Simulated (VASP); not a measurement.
Output of a VASP run:

File OSZICAR:
```
       N       E                     dE             d eps       ncg     rms          rms(c)
DAV:   1    -0.658144185260E+03   -0.65814E+03   -0.85116E+00   648   0.802E+00    0.861E+00
DAV:   2    -0.658177062614E+03   -0.32877E-01   -0.17121E-01   704   0.995E-01    0.700E+00
DAV:   3    -0.658160790157E+03    0.16272E-01   -0.22536E-02   720   0.398E-01    0.449E+00
DAV:   4    -0.658155960828E+03    0.48293E-02   -0.59009E-03   712   0.202E-01    0.266E+00
DAV:   5    -0.658154491919E+03    0.14689E-02   -0.10584E-03   700   0.871E-02    0.156E+00
DAV:   6    -0.658154033449E+03    0.45847E-03   -0.27524E-04   690   0.461E-02    0.897E-01
DAV:   7    -0.658153898294E+03    0.13516E-03   -0.80045E-05   700   0.252E-02    0.514E-01
DAV:   8    -0.658153858239E+03    0.40054E-04   -0.19283E-05   456   0.130E-02    0.299E-01
DAV:   9    -0.658153846960E+03    0.11279E-04   -0.80967E-06   404   0.922E-03    0.169E-01
DAV:  10    -0.658153844164E+03    0.27956E-05   -0.20880E-06   372   0.453E-03
   1 F= -.65815384E+03 E0= -.65815384E+03  d E =-.372227E-12  mag=     2.0000
```

**OUTCAR**
```
------------------------ aborting loop because EDIFF is reached ----------------------------------------
  volume of cell :      365.00
      direct lattice vectors                 reciprocal lattice vectors
     7.146555159  0.000000000  0.000000000     0.139927556  0.000000000  0.000000000
     0.000000000  7.146555159  0.000000000     0.000000000  0.139927556  0.000000000
     0.000000000  0.000000000  7.146555159     0.000000000  0.000000000  0.139927556
 POSITION                                       TOTAL-FORCE (eV/Angst)
 -----------------------------------------------------------------------------------
      3.56311      7.14441      7.14373        -0.038025      0.026328      0.022711
      4.44356      0.91655      0.92785         0.031556     -0.041503     -0.042503
      5.34081      1.80267      0.02108        -0.012265      0.015298      0.003321
      6.22684      2.70028      0.92801         0.042983     -0.036749     -0.044509
      5.34310      0.01594      1.80464        -0.020787      0.018308      0.004931
      6.23666      0.90694      2.70367         0.076590     -0.076977     -0.066177
      7.13706      0.00657      0.00920        -0.019865      0.015958      0.005824
      0.87205      0.90096      0.91004         0.026589     -0.024393     -0.009585
      1.76172      1.77785      7.14278        -0.013632      0.031667      0.011645
      2.65926      2.67888      0.89652        -0.007469     -0.025010     -0.021409
      3.56938      3.57417      0.00140        -0.010811      0.008867     -0.004429
      4.46452      4.48450      0.89639         0.033883      0.003156     -0.017002
      5.36576      5.38176      7.14273        -0.033621      0.014800      0.008443
      6.24257      6.27148      0.90999         0.029293     -0.025377     -0.011424
      1.76270      7.13833      1.78283        -0.008541      0.037616      0.004449
      2.64813      0.87837      2.69021        -0.018130     -0.031524      0.028684
      3.47197      1.72729      1.74400        -0.042728     -0.003632     -0.011670
      5.41620      3.67181      1.74424         0.002414      0.044773     -0.016617
      6.26538      4.49560      2.69041         0.031047      0.020078      0.021548
      3.56627      7.14289      3.57932        -0.009761      0.017688     -0.007937
      4.45907      0.87840      4.49287        -0.090104     -0.016069      0.010557
      5.42829      1.71532      3.67914         0.219856     -0.222734      0.133342
      6.26519      2.68458      4.49276         0.017727      0.085550      0.015655
      5.36334      7.13970      5.38338         0.004803      0.046775     -0.025651
      6.24066      0.90291      6.28166         0.027750     -0.025050     -0.006044
      7.14560      3.58060      7.14390        -0.020092      0.037180      0.023398
      0.87645      4.48013      0.88760         0.046328      0.005554      0.020011
      1.78619      5.35743      7.13542        -0.025613      0.026751      0.012821
      2.66348      6.26731      0.88748        -0.007164     -0.048718      0.021432
      7.12751      1.80058      1.80468        -0.015495      0.018725      0.006208
      0.87904      2.68323      2.69165         0.020039     -0.010501      0.006721
      1.76131      3.57594      1.77811        -0.013473     -0.097190     -0.015870
      2.59885      4.54502      2.59120        -0.230551      0.227522     -0.118599
      3.56771      5.38254      1.77784         0.094021      0.010175     -0.008594
      4.46054      6.26459      2.69147         0.007520     -0.017233      0.009891
      0.00058      7.14292      3.57904        -0.042082      0.047791      0.022081
      0.87501      0.87942      4.48796         0.036978     -0.006194     -0.007106
      1.76100      1.76484      3.58061        -0.022968     -0.022821     -0.035899
      2.61054      2.58845      4.52632        -0.008275     -0.035765      0.020958
      4.55532      4.53313      4.52614         0.031734      0.006531      0.024333
      5.37892      5.38277      3.58054         0.021104      0.020636     -0.033208
      6.26413      6.26867      4.48808         0.007897     -0.038173     -0.007851
      1.78431      7.13542      5.36072        -0.030740      0.025536      0.008426
      2.66106      0.87886      6.27431         0.033635     -0.024220     -0.004056
      3.56195      1.77623      5.37461        -0.018921     -0.008506      0.011381
      4.45705      2.68643      6.26963         0.011291     -0.009521      0.005626
      5.36731      3.58146      5.37462         0.011473      0.026160      0.008076
      6.26490      4.48248      6.27436         0.017610     -0.031023     -0.003636
      0.00540      5.38097      1.78272        -0.040446      0.005805      0.010500
      0.87977      6.26379      2.69226         0.042349     -0.039288     -0.034633
      0.00082      3.57748      3.57950        -0.018920      0.008264     -0.008537
      0.89917      4.45977      4.46608         0.020712     -0.011096     -0.001308
      1.79030      5.35333      3.56679        -0.075352      0.074022      0.074330
      2.68393      6.24446      4.46597         0.011464     -0.013790     -0.001297
      0.00390      1.78021      5.38328        -0.048671     -0.002940     -0.021813
      0.88123      2.68010      6.27349         0.018756     -0.042723     -0.021750
      1.80003      3.55995      5.34280        -0.045364      0.040998      0.033832
      2.68610      4.45748      6.24952         0.007108     -0.004723      0.000486
      3.58364      5.34359      5.34252        -0.040103      0.040269      0.039309
      4.46351      6.26210      6.27317         0.041304     -0.012548     -0.015887
      0.00836      5.35937      5.36068        -0.029762      0.028220      0.015002
      0.88971      6.25394      6.26164         0.027154     -0.024132     -0.017971
...
```
(Selected blocks of OUTCAR.)

### POSCAR
```
AlC62
1
    7.1465551589     0.0000000000     0.0000000000
    0.0000000000     7.1465551589     0.0000000000
    0.0000000000     0.0000000000     7.1465551589
C Al
62 1
Direct
  0.4985769018   0.9996994206   0.9996041945
  0.6217765673   0.1282499725   0.1298313795
  0.7473271327   0.2522437914   0.0029493383
  0.8713067744   0.3778440842   0.1298547915
  0.7476475152   0.0022305774   0.2525190878
  0.8726805907   0.1269065252   0.3783174807
  0.9986717206   0.0009187157   0.0012876094
  0.1220234029   0.1260687192   0.1273394967
  0.2465133065   0.2487702122   0.9994722790
  0.3721039850   0.3748497750   0.1254480313
  0.4994552706   0.5001248028   0.0001953470
  0.6247090161   0.6275051871   0.1254299029
  0.7508175049   0.7530562145   0.9994644471
  0.8735073936   0.8775532485   0.1273324105
  0.2466505702   0.9988496791   0.2494666396
  0.3705469814   0.1229076051   0.3764339371
  0.4858249077   0.2416950131   0.2440331734
  0.7578758624   0.5137875175   0.2440677019
  0.8766998936   0.6290582142   0.3764630708
  0.4990194905   0.9994869278   0.5008456423
  0.6239472852   0.1229125983   0.6286765609
  0.7595668675   0.2400204267   0.5148125577
  0.8766724333   0.3756470081   0.6286613395
  0.7504785668   0.9990406616   0.7532829962
  0.8732404115   0.1263421135   0.8789771431
  0.9998667149   0.5010242796   0.9996288291
  0.1226398285   0.6268941875   0.1241991092
  0.2499369109   0.7496520387   0.9984419827
  0.3726940473   0.8769688530   0.1241829507
  0.9973347022   0.2519507761   0.2525251217
  0.1230025244   0.3754583785   0.3766353844
  0.2464559735   0.5003731178   0.2488069863
  0.3636504731   0.6359729640   0.3625808884
  0.4992203243   0.7531650383   0.2487681647
  0.6241523971   0.8765892516   0.3766101872
  0.0000806198   0.9994907892   0.5008063676
  0.1224383120   0.1230551421   0.6279897944
  0.2464126183   0.2469502732   0.5010261334
  0.3652860867   0.3621948582   0.6333572414
  0.6374141242   0.6343098784   0.6333317126
  0.7526589601   0.7531972457   0.5010159502
  0.8765239984   0.8771594888   0.6280066066
  0.2496746106   0.9984417281   0.7501131165
  0.3723557208   0.1229760505   0.8779488760
  0.4984156427   0.2485433668   0.7520562950
  0.6236643652   0.3759055232   0.8772933991
  0.7510351462   0.5011453934   0.7520569330
  0.8766314609   0.6272220023   0.8779559200
  0.0007550734   0.7529455285   0.2494520577
  0.1231046424   0.8764768825   0.3767218893
  0.0001152823   0.5005883740   0.5008707776
  0.1258186833   0.6240440231   0.6249275452
  0.2505125229   0.7490790261   0.4990926848
  0.3755555084   0.8737726081   0.6249122324
  0.0005460124   0.2491001796   0.7532686863
  0.1233079537   0.3750195370   0.8778334584
  0.2518739672   0.4981353235   0.7476046711
  0.3758597060   0.6237242855   0.8744794336
  0.5014498126   0.7477155234   0.7475650853
  0.6245680065   0.8762405164   0.8777890271
  0.0011691694   0.7499240335   0.7501064221
  0.1244947315   0.8750988723   0.8761759036
  0.5615350136   0.4380666504   0.4387546170
```

Task: Write an INCAR and KPOINTS that could have produced this output.

Result: Several could match; the one computed here: the input of the run itself, HSE06 screened hybrid, plane waves, VASP's PBE PAW potentials (set 64).

File KPOINTS:
```
K-points
0
G
  1 1 1
0 0 0
```

### INCAR
```
AEXX=0.25
ALGO=Normal
EDIFF=1E-5
ENCUT=400
GGA=PE
HFSCREEN=0.2
ISIF=0
ISMEAR=0
ISPIN=2
ISYM=0
LASPH=T
LCHARG=F
LHFCALC=T
LORBIT=10
LREAL=Auto
LWAVE=F
MAGMOM=63*0.0317
NELECT=250.0
NELM=50
NELMIN=4
NUPDOWN=2
PREC=Normal
PRECFOCK=Fast
SIGMA=0.05
SYSTEM=AlC62
```

POTCAR, in this order: C Al (PBE.64 set). Program: vasp_gam. Read from the step before: WAVECAR.

The cell is charged, with a uniform compensating background. The supercell is sampled at Γ alone, which is coarse: total energies, pressure and levels can be off, energies of defects by several tenths of an eV.

The cell is a supercell with a defect, built from C (diamond): Al_C-vac_C, charge +1. The cell's shape comes from a PBE relaxation.
